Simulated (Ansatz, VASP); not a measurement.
# Cross-check of SnTe2 between VASP and Ansatz, part 2 of 2

Aim: how closely do two programs agree when they are given the same cell, functional and k mesh? The cell is generated by rule, not measured, and may not be a known phase. The cell is taken from a series of runs on this material, whose earlier steps may have relaxed, scaled, displaced or heated it; both programs get it as it stands.

VASP 6.6.1 and Ansatz 0.2.0.

So far: The starting structure; VASP: zone-centre phonons, LDA.

The structure was built from a prototype and need not be the compound's stable phase.

## Step 3: Ansatz: zone-centre phonons, LDA

Level of this step: Ansatz beside VASP: Kohn-Sham DFT, plane waves, LDA (Ansatz).

Ansatz runs on norm-conserving files, of PseudoDojo where its log says so.

The same cell, functional (in two slightly different forms), mesh and smearing now go to Ansatz, which takes its cutoff from its data sets.

Contents of input.yaml:

```yaml
crystal:
  lattice:
    - [-3.6223059303, 0.0, 3.6223059303]
    - [0.0, 3.6223059303, 3.6223059303]
    - [-3.6223059303, 3.6223059303, 0.0]
  atoms:
    - { symbol: Sn, position: [0.0, 0.0, 0.0] }
    - { symbol: Te, position: [0.75, 0.75, 0.75] }
    - { symbol: Te, position: [0.25, 0.25, 0.25] }
kpoints:
  mp_grid: { grid: [6, 6, 6] }
hamiltonian:
  xc: lda
  pseudopotentials: { kind: nc, accuracy: standard }
scf:
  occupations: { method: methfessel_paxton, width: 0.27211 }
output:
  eigenvalues: true
phonons:
  method: dfpt
  qmesh: [2, 2, 2]
  temperatures: { t_max: 1000, t_step: 50 }
  qpath:
    path:
      - [[0.0, 0.0, 0.0], [0.0, 0.5, 0.5], [0.0, 0.625, 0.375]]
      - [[-0.375, 0.375, 0.0], [0.0, 0.0, 0.0], [0.0, 0.5, 0.0], [-0.25, 0.5, 0.25], [0.0, 0.5, 0.5]]
    npoints: 10
```

Launch:

```
$ ansatz run input.yaml --threads 4 --pin off --max-ram 8192MiB --backend cpu --events-out ev --progress --plain --runs-dir out
```

What it wrote:

```text
Warning: phonons: the dynamical matrix that this run interpolates holds no multipole term above the dipole-dipole one, and a site of this crystal is no centre of inversion, so its interpolated transverse optical and acoustic branches and sound speeds can stay off near Gamma, and the density of states and the thermodynamics with them. What a run solves at a wave vector of phonons.qpoints, Gamma apart, where the deck admits one, is free of this, and under fd what a larger phonons.supercell samples
Engine: ansatz 0.2.0, x86_64-unknown-linux-gnu
Pseudopotentials: kind: nc
Pseudopotential: Sn, nc, valence charge 14, recommended cutoff 979.609905 eV (normal), Sn.nc.azcp (PseudoDojo's, or run here from an input of PseudoDojo's; its table is named by hamiltonian.pseudopotentials.accuracy)
Pseudopotential: Te, nc, valence charge 16, recommended cutoff 1120 eV (normal), Te.nc.azcp (PseudoDojo's, or run here from an input of PseudoDojo's; its table is named by hamiltonian.pseudopotentials.accuracy)
Functional definition: SPW92
  exchange = slater_x
  correlation = pw_c
Crystal: 3 atoms, lattice volume = 95.057 Å³
Basis set: ecut = 1120 eV, 7991 PW (Γ), exchange–correlation on 120×120×120 points (8 copies of the dense FFT grid, shifted against one another)
Bands: 28, of which v1, the nominal top of the filled ones, is band 23 counted from 1 (22 counted from 0)
Symmetry: 48 space group operations
k-points: 16 of 216
Non-local potential: Sn, projectors of the file, l = 0: 2, l = 1: 2, l = 2: 2
Non-local potential: Te, projectors of the file, l = 0: 3, l = 1: 2, l = 2: 2, l = 3: 2
Initial density: superposition of atomic densities (chi_scale 0.1, normalization cell, long waves kept (reshape's long-wave potential 0.00 eV rms))
Initial wavefunctions: pseudopotential atomic-orbital guess
Functional: x = slater, c = lda
SCF iter   1: F=—  HF=-7828.307803 eV  |F-HF|=—  |Δ(HF+E_count)|=         —  Δρ=1.08e-2  dr2=1.29e-1  ethr=3.10e-3  ⟨swp⟩=6.4  Hψ=1890  notcnv=0
preconditioner: auto → LDOS  [metal: Δε(μ)=0.115 eV  Ē_g=8.212 eV  σ=0.272 eV  W_gap=0.33  n_scr=14 (ndim 8)  ℏωp=15.2 eV  f_vac=0.052  D(μ)=2.36/eV (n_scr^D=14)  β→1.0]
SCF iter   2: F=—  HF=-7828.275607 eV  |F-HF|=—  |Δ(HF+E_count)|=   3.22e-2  S|Δr|=    0.00e0  Δρ=3.15e-3  dr2=5.85e-3  ethr=2.80e-4  ⟨swp⟩=2.8  Hψ=959  notcnv=0
SCF iter   3: F=—  HF=-7828.274058 eV  |F-HF|=—  |Δ(HF+E_count)|=   1.55e-3  S|Δr|=    0.00e0  Δρ=7.40e-4  dr2=2.29e-4  ethr=1.27e-5  ⟨swp⟩=2.6  Hψ=716  notcnv=0
SCF iter   4: F=—  HF=-7828.273968 eV  |F-HF|=—  |Δ(HF+E_count)|=   8.94e-5  S|Δr|=    0.00e0  Δρ=7.42e-5  dr2=3.65e-6  ethr=4.97e-7  ⟨swp⟩=2.2  Hψ=810  notcnv=0
SCF iter   5: F=—  HF=-7828.274260 eV  |F-HF|=—  |Δ(HF+E_count)|=   2.92e-4  S|Δr|=    0.00e0  Δρ=1.83e-5  dr2=8.98e-8  ethr=7.93e-9  ⟨swp⟩=2.2  Hψ=670  notcnv=0
SCF iter   6: F=—  HF=-7828.274260 eV  |F-HF|=—  |Δ(HF+E_count)|=   1.37e-8  S|Δr|=    0.00e0  Δρ=2.07e-6  dr2=1.53e-9  ethr=1.95e-10  ⟨swp⟩=3.1  Hψ=914  notcnv=0
SCF iter   7: F=—  HF=-7828.274260 eV  |F-HF|=—  |Δ(HF+E_count)|=  2.47e-10  S|Δr|=    0.00e0  Δρ=1.77e-7  dr2=2.12e-11  ethr=3.34e-12  ⟨swp⟩=2.4  Hψ=828  notcnv=0
SCF iter   8: F=-7828.274260 eV  HF=-7828.274260 eV  |F-HF|=4.55e-12  |Δ(HF+E_count)|=  4.55e-12  S|Δr|=    0.00e0  Δρ=2.30e-8  dr2=3.97e-13  ethr=1.00e-12  ⟨swp⟩=9.1  Hψ=2607  notcnv=0
SCF 1 converged in 8 iterations: F = -7828.274260 eV  dr2 = 3.97e-13
Initial density: read from a saved state, or passed on in memory by an earlier SCF of this step, an earlier step, the calling program or the single point that the run made first
iter 1 solved again at ethr=4.56e-8 eV; its pass at ethr=3.10e-3 eV (dr2=2.10e-5 eV) is discarded
SCF iter   1: F=—  HF=-7828.273978 eV  |F-HF|=—  |Δ(HF+E_count)|=         —  Δρ=4.84e-7  dr2=6.74e-11  ethr=4.56e-8  ⟨swp⟩=4.8  Hψ=3689  notcnv=0
eigensolver tolerance schedule: the retry pair's looser diagonalisation over-reported the residual by 310909.63 of it (diagonalisation noise at an unbounded share of the residual, at the tolerance the schedule requests for it); recorded, not acted on — ethr = c·dr2/N_el stays at c = 1.0e-1
preconditioner: auto → LDOS  [metal: Δε(μ)=0.123 eV  Ē_g=8.228 eV  σ=0.272 eV  W_gap=0.34  n_scr=14 (ndim 8)  ℏωp=15.2 eV  f_vac=0.064  D(μ)=2.35/eV (n_scr^D=14)  β→1.0]
SCF iter   2: F=—  HF=-7828.274260 eV  |F-HF|=—  |Δ(HF+E_count)|=   2.82e-4  S|Δr|=    0.00e0  Δρ=5.25e-7  dr2=7.68e-11  ethr=1.00e-12  ⟨swp⟩=4.6  Hψ=1514  notcnv=0
SCF iter   3: F=—  HF=-7828.274260 eV  |F-HF|=—  |Δ(HF+E_count)|=  2.55e-11  S|Δr|=    0.00e0  Δρ=2.26e-7  dr2=1.57e-11  ethr=1.00e-12  ⟨swp⟩=1.0  Hψ=448  notcnv=0
SCF iter   4: F=-7828.274260 eV  HF=-7828.274260 eV  |F-HF|=4.55e-12  |Δ(HF+E_count)|=    0.00e0  S|Δr|=    0.00e0  Δρ=1.67e-7  dr2=8.80e-12  ethr=1.00e-12  ⟨swp⟩=5.6  Hψ=1360  notcnv=0
SCF 2 converged in 4 iterations: F = -7828.274260 eV  dr2 = 8.80e-12
phonons: the bands overlap, so this run is a metal and interpolates without the dipole-dipole term. If the crystal is really an insulator or semiconductor, its LO-TO splitting is missing
NSCF: frozen V_eff on 16 k-points
WARN: eigensolver did not converge in 11 slots of this pass, the one above among them; of largest residual over every band (k=5): 1 band(s) unlocked (lowest unlocked band 27, counted from 0; max residual 4.69e-3 eV among the unlocked bands, 4.69e-3 eV over every band); of lowest unlocked band (k=1): band 27
NSCF: frozen V_eff on 30 k-points
DFPT response loops at q = (0, 0, 0) (fractional): preconditioner auto → Kerker (q_TF=auto, 2.417 Å⁻¹) (partly filled bands, converged f_vac=0.064); β = 1.00, the filter's whole step (`scf.mixing.beta` (0.50) is not read by the response loops under this deck's `scf.mixing.preconditioner`; to damp them name `kerker` or `kerker_dos`, under which they read `scf.mixing.beta`, and type it under 1.00, their step now; both keys bind the ground state too); Broyden in place of MSR1
NSCF: frozen V_eff on 136 k-points
DFPT response loops at q = (0, 0, -0.5) (fractional): mixed as the last ones told, above
NSCF: frozen V_eff on 92 k-points
DFPT response loops at q = (0, -0.5, -0.5) (fractional): mixed as the last ones told, above
SCF converged after 8 iterations
Stability not checked: this state was not tested for a lower state beside it, because cold or Methfessel-Paxton smearing, or corrected tetrahedra, fill the levels in a way that the test cannot read (fill_not_monotonic; see scf.lower_state_search)
Free energy (F): -7828.274260 eV
Harris-Foulkes:  -7828.274260 eV  (|F-HF|=4.55e-12)
Internal energy: -7828.278212 eV  (E = F + TS)
E sigma→0 (E₀):  -7828.275248 eV
Entropy (-TS):   0.003952 eV (1.317 meV/atom)
Fermi energy:    9.056165 eV
--- Per-component energies (eV) ---
  E_band       = -610.747249
  E_kinetic    = 4364.016161
  E_local      = -5588.827717  (includes V_loc(G=0)·N_el)
  E_nonlocal   = -2176.988360
  E_hartree    = 1975.102127
  E_xc         = -1906.980504
  E_vxc        = -1159.151565  (∫ρ·V_xc dr)
  E_ewald      = -4494.599918
  E_smearing   = 0.003952  (= −TS)
  E_closure    = 0.000000  (closes the sum)
  Σ components = -7828.274260   (vs F -7828.274260, Δ=0.00e0)
--- Band table (eV; the first three rows and the last of 16) ---
  k-point 0: bands = [... 19 lower, 6.2356, 6.2356, 7.5165, 7.5165, 7.5165, 10.6118, 10.6118, 10.6118, ... 1 higher]
  k-point 1: bands = [... 19 lower, 6.1016, 6.1016, 7.4646, 7.4646, 8.7786, 10.7898, 10.7952, 10.7952, ... 1 higher]
  k-point 2: bands = [... 19 lower, 5.9260, 6.3148, 7.2062, 7.2062, 9.5704, 11.6105, 11.6105, 12.5758, ... 1 higher]
  k-point 15: bands = [... 19 lower, 5.3732, 7.5802, 7.9449, 9.7507, 10.1055, 11.7875, 12.4956, 13.1610, ... 1 higher]
--- Phonons (Γ-DFPT): 2 representative perturbations + reference (Σ response iterations 5) ---
  ASR residual: 2.975e-5 → 0.000e0 eV/Å²; symmetrization residual: 2.613e-6 eV/Å²
  ASR residual per site (eV/Å²): 2.98e-5 1.69e-5 1.69e-5
  Γ frequencies (cm⁻¹): 0.00 0.00 0.00 79.35 79.35 79.35 85.82 85.82 85.82
--- Phonons (arbitrary-q DFPT): 3 irreducible q on the 2×2×2 mesh ---
  q = [0.0000, 0.0000, 0.0000] (star 1, of the zone-centre solve; hermiticity 2.38e-6, symmetrization 8.89e-14): 0.00 0.00 0.00 79.35 79.35 79.35 85.82 85.82 85.82
  q = [0.0000, 0.0000, -0.5000] (star 4, 2 solved perturbations on 68 of 216 k-point pairs; hermiticity 5.59e-6, symmetrization 6.68e-12, the responses' own estimated error 8.1e-4 eV/Å²): -44.81 -36.66 -36.66 38.10 66.13 66.13 88.90 89.93 89.93
  q = [0.0000, -0.5000, -0.5000] (star 3, 4 solved perturbations in 152 linear systems a pass and spin channel, the states on 46 of 216 k-point pairs; hermiticity 8.03e-6, symmetrization 4.26e-12, the responses' own estimated error 8.5e-4 eV/Å²): -69.12 -20.44 -20.44 46.40 46.40 73.82 82.14 99.16 99.16
  sum rule: each row above includes the acoustic sum rule's correction from the zone centre's row sums; it moved no ω² by more than (0.26 cm⁻¹)²
  mesh force constants: q→R imaginary residual 5.61e-17; ASR residual 2.975e-5 → 0.000e0 eV/Å²; symmetrization residual 1.110e-15 eV/Å²
  interpolated dispersion: 62 rows × 9 modes
  density of states and harmonic sums: on the 16×16×16 q-mesh, interpolated from the force constants of a 2×2×2 supercell (no non-analytic term)
  largest difference from the sums on the solved wave vectors: F 1.83e-1 eV, S 2.21e-4 and C_V 4.64e-5 eV/K
  zero-point energy: 0.027156 eV/cell   skipped modes (ω ≤ 0): 363, of them read as no rigid motion or as one in doubt: 360 (2.555e0 modes/cell left out, lowest -69.12 cm⁻¹)   left out of the sums: 2.84e-1 of the cell's modes: C_V's classical limit lies that fraction below 3 k_B per atom; for a crystal, a wire or a layer, F and S can be off by more, and a phonons.interpolated_qmesh denser along its periods is the remedy for the sampling
```

## Step 4: Differences

Known differences besides the potentials themselves: the two LDA forms differ slightly; VASP's run holds the zone centre alone; the data sets hold 46 valence electrons in Ansatz (on norm-conserving files, of PseudoDojo where its log says so) and 26 in VASP; the cutoff is 1120 eV in Ansatz and 500 eV in VASP; VASP's log shows a relativistic correction to its local exchange, Ansatz's none. Total energies have different zeros and are not compared.

Compared:

| quantity | Ansatz | VASP | difference |
| --- | --- | --- | --- |
| optical mode 1 to 3 (cm⁻¹) | 79.3 | 80.0 | -0.79 % |
| optical mode 4 to 6 (cm⁻¹) | 85.8 | 85.2 | +0.73 % |

Modes are paired by rising frequency, not by their patterns, so a pair may set unlike modes beside each other; they are those without the splitting of longitudinal modes.

## Step 5: Outcome

* r.m.s. difference of the optical zone-centre modes, each program's sorted by frequency (zone-centre phonons, LDA): 0.63 cm⁻¹
* difference in optical mode 1 to 3 (zone-centre phonons, LDA): -0.8 %

**Reading.** The r.m.s. difference of the optical zone-centre modes, each program's sorted by frequency is 0.63 cm⁻¹ (zone-centre phonons, LDA). The data sets hold unlike numbers of valence electrons (46 in Ansatz and 26 in VASP), so part of the differences comes from the potentials. Among the rows given in per cent, the largest difference of the zone-centre phonons, LDA pair is in optical mode 1 to 3, -0.8 %. Such differences can come from data sets, numerical settings and the points named under the comparisons, not from the functional's error against experiment.

[Lines on the potential files, build, host, timing and source positions are cut from VASP's logs without a mark.]

[Logs are printed without paths, hosts, clocks, repeated set-up lines and the standing remarks that a program may print on its own settings, such as how far it seeks lower states.]

[Hosts, paths, dates, database ids (printed as entryN), source tags and the programs' standing remarks are cut or masked in the printed files.]
